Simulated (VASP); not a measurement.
```yaml
crystal:
  lattice:
    - [6.27554, 0.00000, 0.00000]
    - [0.00000, 6.27554, 0.00000]
    - [0.00000, 0.00000, 6.27554]
  atoms:
    - { symbol: Cs, position: [0.50000, 0.50000, 0.50000] }
    - { symbol: Sn, position: [0.00000, 0.00000, 0.00000] }
    - { symbol: I, position: [0.50000, 0.00000, 0.00000] }
    - { symbol: I, position: [0.00000, 0.50000, 0.00000] }
    - { symbol: I, position: [0.00000, 0.00000, 0.50000] }
```

Calculation: PBE0 hybrid, VASP's PBE PAW potentials (set 64) (plane waves; VASP 6.6.1). Settings: 300 eV cut-off, 3×3×3 Γ-centred mesh, Fermi-Dirac smearing of 0.020 eV, potentials Cs_sv Sn_d I.

Task: What does the run give for the energy per atom (σ→0)?

Result: 
```yaml
energy per atom (σ→0): -356.4 kJ/mol of atoms
```

Total energies compare only between runs with the same potentials, cut-off and functional.

The structure comes from a computed database's CsSnI3 entry; how it stands against other phases isn't given here. The cell was not relaxed at this level.
